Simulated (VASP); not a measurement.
Input:

```yaml
crystal:
  lattice:
    - [0.00000, 1.79017, 1.79017]
    - [1.79017, 0.00000, 1.79017]
    - [1.79017, 1.79017, 0.00000]
  atoms:
    - { symbol: Cu, position: [0.00000, 0.00000, 0.00000] }
```

Computed with r2SCAN meta-GGA, VASP's PBE PAW potentials (set 64) (plane waves; VASP). Numerical set-up: PREC = Normal, EDIFF = 1E-5, 400 eV cut-off, 19×19×19 Γ-centred mesh, first-order Methfessel-Paxton smearing of 0.10 eV, potentials Cu.

Problem. Estimate the energy per atom (σ→0), band gap (on the k-mesh) with the smallest direct gap where there is one.

Solution. 
| Property | Value |
|---|---|
| band gap (on the k-mesh) | none (metal, semimetal or under 0.01 eV) |
| energy per atom (σ→0) | -10.823 eV/atom |

The absolute energy has meaning only against runs of the same code, potentials and settings.

The compound is Cu in the fcc structure. It was relaxed first.
